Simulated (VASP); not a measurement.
Computed with r2SCAN meta-GGA, VASP's PBE PAW potentials (set 64) (plane waves; VASP).

The input files of a VASP run:

POSCAR:
```
Sr
1.0
  3.9776170000   0.0000000000   0.0000000000
  0.0000000000   3.9776170000   0.0000000000
  0.0000000000   0.0000000000   3.9776170000
Sr
1
Cart
  0.0000000000   0.0000000000   0.0000000000
```

KPOINTS:
```
K-points
0
gamma
  8 8 8
0 0 0
```

**INCAR**
```
ALGO  =  Normal
EDIFF  =  1E-6
EDIFFG  =  -0.01
ENCUT  =  400
IBRION  =  2
ISIF  =  3
ISMEAR  =  1
LASPH  =  T
LCHARG  =  F
LMAXMIX  =  4
LMIXTAU  =  T
LREAL  =  F
LWAVE  =  F
METAGGA  =  R2SCAN
NELM  =  100
NSW  =  60
PREC  =  Accurate
SIGMA  =  0.1
SYSTEM  =  Sr
```

POTCAR, in this order: Sr_sv (PBE.64 set). Program: vasp_std.

What VASP printed:

File OSZICAR:
```
...
DAV:   1     0.170656144596E+02    0.17066E+02   -0.42533E+03   654   0.783E+02
DAV:   2    -0.166471660673E+02   -0.33713E+02   -0.33392E+02   725   0.156E+02
DAV:   3    -0.183705728711E+02   -0.17234E+01   -0.17072E+01   987   0.273E+01
DAV:   4    -0.184161947740E+02   -0.45622E-01   -0.45580E-01   947   0.423E+00
DAV:   5    -0.184170257674E+02   -0.83099E-03   -0.83089E-03  1073   0.327E-01    0.784E+00
DAV:   6    -0.149728992325E+02    0.34441E+01   -0.37157E+00   681   0.940E+00    0.676E+00
DAV:   7    -0.146084022901E+02    0.36450E+00   -0.49280E-01   718   0.585E+00    0.474E+00
DAV:   8    -0.155372486587E+02   -0.92885E+00   -0.41124E-01   657   0.401E+00    0.175E+00
DAV:   9    -0.147042520018E+02    0.83300E+00   -0.58394E-01   632   0.469E+00    0.413E-01
DAV:  10    -0.146546656593E+02    0.49586E-01   -0.21455E-01   723   0.397E+00    0.231E-01
DAV:  11    -0.146723058515E+02   -0.17640E-01   -0.60110E-03   797   0.810E-01    0.204E-01
DAV:  12    -0.147200458321E+02   -0.47740E-01   -0.72242E-02   661   0.261E+00    0.131E-01
DAV:  13    -0.147235088613E+02   -0.34630E-02   -0.51636E-03   661   0.884E-01    0.972E-02
DAV:  14    -0.147280360659E+02   -0.45272E-02   -0.66525E-03   645   0.967E-01    0.989E-02
DAV:  15    -0.147215350316E+02    0.65010E-02   -0.14164E-03   704   0.352E-01    0.632E-02
DAV:  16    -0.147204693778E+02    0.10657E-02   -0.31458E-04   812   0.192E-01    0.410E-02
DAV:  17    -0.147103525119E+02    0.10117E-01   -0.17982E-02   674   0.139E+00    0.479E-02
DAV:  18    -0.147097048503E+02    0.64766E-03   -0.59369E-04   943   0.163E-01    0.653E-02
DAV:  19    -0.147097010678E+02    0.37826E-05   -0.16292E-05   896   0.177E-02    0.673E-02
DAV:  20    -0.147096294910E+02    0.71577E-04   -0.10633E-05   698   0.297E-02    0.700E-02
DAV:  21    -0.147095571934E+02    0.72298E-04   -0.44983E-05   703   0.418E-02    0.810E-02
DAV:  22    -0.147096156704E+02   -0.58477E-04   -0.58371E-05   861   0.656E-02    0.399E-02
DAV:  23    -0.147095764575E+02    0.39213E-04   -0.58370E-05   654   0.639E-02    0.498E-02
DAV:  24    -0.147095876369E+02   -0.11179E-04   -0.11407E-05   861   0.301E-02    0.402E-02
DAV:  25    -0.147095780698E+02    0.95672E-05   -0.87977E-06   700   0.327E-02    0.356E-02
DAV:  26    -0.147095732678E+02    0.48020E-05   -0.20563E-06   881   0.108E-02    0.306E-02
DAV:  27    -0.147095721776E+02    0.10902E-05   -0.17901E-06   651   0.132E-02    0.271E-02
DAV:  28    -0.147095706680E+02    0.15096E-05   -0.20280E-06   640   0.153E-02    0.222E-02
DAV:  29    -0.147095692139E+02    0.14541E-05   -0.81517E-07   637   0.893E-03    0.202E-02
DAV:  30    -0.147095686195E+02    0.59433E-06   -0.86680E-07   617   0.873E-03
   1 F= -.14709569E+02 E0= -.14709705E+02  d E =-.147096E+02
       N       E                     dE             d eps       ncg     rms          rms(c)
DAV:   1    -0.147978942980E+02   -0.88325E-01   -0.23596E+00   630   0.135E+01    0.184E+00
DAV:   2    -0.147369610726E+02    0.60933E-01   -0.20815E-01   659   0.444E+00    0.927E-01
DAV:   3    -0.147043906633E+02    0.32570E-01   -0.10400E-01   791   0.269E+00    0.427E-01
DAV:   4    -0.147156671083E+02   -0.11276E-01   -0.39343E-02   642   0.220E+00    0.293E-01
DAV:   5    -0.147169632132E+02   -0.12961E-02   -0.11159E-02   686   0.106E+00    0.130E-01
DAV:   6    -0.147179729334E+02   -0.10097E-02   -0.34664E-03   778   0.525E-01    0.646E-02
DAV:   7    -0.147176198601E+02    0.35307E-03   -0.66149E-04   745   0.230E-01    0.519E-02
DAV:   8    -0.147180395390E+02   -0.41968E-03   -0.24837E-04   630   0.185E-01    0.205E-02
DAV:   9    -0.147175983764E+02    0.44116E-03   -0.25415E-04   630   0.174E-01    0.513E-03
DAV:  10    -0.147175846445E+02    0.13732E-04   -0.20423E-05   744   0.481E-02    0.413E-03
DAV:  11    -0.147175820651E+02    0.25793E-05   -0.57170E-06   652   0.233E-02    0.166E-03
DAV:  12    -0.147175816764E+02    0.38875E-06   -0.25301E-06   634   0.174E-02
   2 F= -.14717582E+02 E0= -.14717095E+02  d E =-.801306E-02
       N       E                     dE             d eps       ncg     rms          rms(c)
DAV:   1    -0.151162190233E+02   -0.39864E+00   -0.11009E+01   630   0.293E+01    0.460E+00
DAV:   2    -0.148148490815E+02    0.30137E+00   -0.89116E-01   635   0.951E+00    0.189E+00
DAV:   3    -0.146805956523E+02    0.13425E+00   -0.36969E-01   771   0.503E+00    0.101E+00
DAV:   4    -0.147113995911E+02   -0.30804E-01   -0.16396E-01   658   0.444E+00    0.564E-01
DAV:   5    -0.147123229222E+02   -0.92333E-03   -0.10498E-01   682   0.335E+00    0.199E-01
DAV:   6    -0.147267549164E+02   -0.14432E-01   -0.21559E-02   726   0.159E+00    0.169E-01
DAV:   7    -0.147276198007E+02   -0.86488E-03   -0.33048E-03   980   0.426E-01    0.172E-01
DAV:   8    -0.147273911004E+02    0.22870E-03   -0.12885E-03   632   0.361E-01    0.537E-02
DAV:   9    -0.147277872903E+02   -0.39619E-03   -0.25071E-03   650   0.438E-01    0.400E-02
DAV:  10    -0.147277539366E+02    0.33354E-04   -0.38637E-05   976   0.417E-02    0.291E-02
DAV:  11    -0.147277338558E+02    0.20081E-04   -0.20820E-05   635   0.424E-02    0.373E-02
DAV:  12    -0.147276333632E+02    0.10049E-03   -0.15835E-04   648   0.106E-01    0.568E-02
DAV:  13    -0.147276235519E+02    0.98112E-05   -0.34356E-05   651   0.633E-02    0.430E-02
DAV:  14    -0.147276186494E+02    0.49026E-05   -0.24958E-06   642   0.191E-02    0.361E-02
DAV:  15    -0.147276157260E+02    0.29233E-05   -0.26774E-06   748   0.192E-02    0.202E-02
DAV:  16    -0.147276126439E+02    0.30822E-05   -0.25552E-06   607   0.149E-02    0.625E-03
DAV:  17    -0.147276116043E+02    0.10396E-05   -0.42561E-07   334   0.689E-03    0.205E-03
DAV:  18    -0.147276109106E+02    0.69366E-06   -0.24675E-07   315   0.405E-03
   3 F= -.14727611E+02 E0= -.14727561E+02  d E =-.180423E-01
       N       E                     dE             d eps       ncg     rms          rms(c)
DAV:   1    -0.147386224112E+02   -0.11011E-01   -0.33460E-01   630   0.513E+00    0.671E-01
DAV:   2    -0.147304482490E+02    0.81742E-02   -0.32011E-02   707   0.171E+00    0.359E-01
DAV:   3    -0.147264842201E+02    0.39640E-02   -0.15404E-02   868   0.953E-01    0.164E-01
DAV:   4    -0.147276756711E+02   -0.11915E-02   -0.25878E-03   631   0.597E-01    0.115E-01
DAV:   5    -0.147282477882E+02   -0.57212E-03   -0.16793E-03   630   0.402E-01    0.291E-02
DAV:   6    -0.147276203557E+02    0.62743E-03   -0.57202E-04   630   0.244E-01    0.228E-02
DAV:   7    -0.147278950151E+02   -0.27466E-03   -0.40664E-04   632   0.220E-01    0.321E-02
DAV:   8    -0.147276755139E+02    0.21950E-03   -0.15295E-04   631   0.125E-01    0.107E-02
DAV:   9    -0.147276598751E+02    0.15639E-04   -0.37201E-05   694   0.566E-02    0.690E-03
DAV:  10    -0.147276474203E+02    0.12455E-04   -0.64908E-06   635   0.257E-02    0.273E-03
DAV:  11    -0.147276473880E+02    0.32259E-07   -0.87906E-08   414   0.252E-03
   4 F= -.14727647E+02 E0= -.14727451E+02  d E =-.180788E-01
       N       E                     dE             d eps       ncg     rms          rms(c)
DAV:   1    -0.147300490776E+02   -0.24017E-02   -0.72398E-02   630   0.239E+00    0.307E-01
DAV:   2    -0.147283627019E+02    0.16864E-02   -0.72738E-03   723   0.797E-01    0.173E-01
DAV:   3    -0.147275902011E+02    0.77250E-03   -0.33051E-03   879   0.429E-01    0.714E-02
DAV:   4    -0.147277786840E+02   -0.18848E-03   -0.51547E-04   630   0.261E-01    0.598E-02
DAV:   5    -0.147281424007E+02   -0.36372E-03   -0.60567E-04   630   0.194E-01    0.151E-02
DAV:   6    -0.147277170121E+02    0.42539E-03   -0.24779E-04   630   0.124E-01    0.665E-03
DAV:   7    -0.147277458147E+02   -0.28803E-04   -0.71529E-05   645   0.911E-02    0.110E-02
DAV:   8    -0.147277297542E+02    0.16060E-04   -0.93941E-06   633   0.337E-02    0.416E-03
DAV:   9    -0.147277155077E+02    0.14247E-04   -0.69865E-06   649   0.232E-02    0.148E-03
DAV:  10    -0.147277154913E+02    0.16435E-07   -0.37992E-07   448   0.624E-03
   5 F= -.14727715E+02 E0= -.14727592E+02  d E =-.181469E-01
```

**OUTCAR**
```
------------------------ aborting loop because EDIFF is reached ----------------------------------------
  FORCE on cell =-STRESS in cart. coord.  units (eV):
  Direction    XX          YY          ZZ          XY          YZ          ZX
  --------------------------------------------------------------------------------------
  Total       -0.0011155     -0.0011155     -0.0011155      0.0000000     -0.0000000      0.0000000
  in kB       -0.0322619     -0.0322619     -0.0322619      0.0000000     -0.0000000      0.0000000
  external PRESSURE =      -0.0322619 kB  Pullay stress =       0.0000000 kB
  volume of cell :       55.40
      direct lattice vectors                 reciprocal lattice vectors
     3.812054948 -0.000000000 -0.000000000     0.262325705  0.000000000 -0.000000000
    -0.000000000  3.812054948 -0.000000000     0.000000000  0.262325705 -0.000000000
     0.000000000  0.000000000  3.812054948     0.000000000  0.000000000  0.262325705
 POSITION                                       TOTAL-FORCE (eV/Angst)
 -----------------------------------------------------------------------------------
      0.00000      0.00000      0.00000        -0.000000      0.000000      0.000000
 -----------------------------------------------------------------------------------
    total drift:                                0.000000      0.000000     -0.000000
  FREE ENERGIE OF THE ION-ELECTRON SYSTEM (eV)
  ---------------------------------------------------
  free  energy   TOTEN  =       -14.7277154913 eV

  energy  without entropy=      -14.7273463432  energy(sigma->0) =      -14.72759244

 reached required accuracy - stopping structural energy minimisation
```
(Selected blocks of OUTCAR.)

### CONTCAR
```
Sr
   1.00000000000000
     3.8120549481064328   -0.0000000000000000   -0.0000000000000000
    -0.0000000000000000    3.8120549481064328   -0.0000000000000000
     0.0000000000000000    0.0000000000000000    3.8120549481064328
  Sr
     1
Direct
     0.0000000000000000    0.0000000000000000    0.0000000000000000
```

Energy and stress use the plane-wave basis of the starting cell.

The structure was generated: Sr was put into the simple-cubic type (Pm-3m), which need not be its known phase. This run relaxes it. Symmetry was kept, so distortions that lower it aren't found.
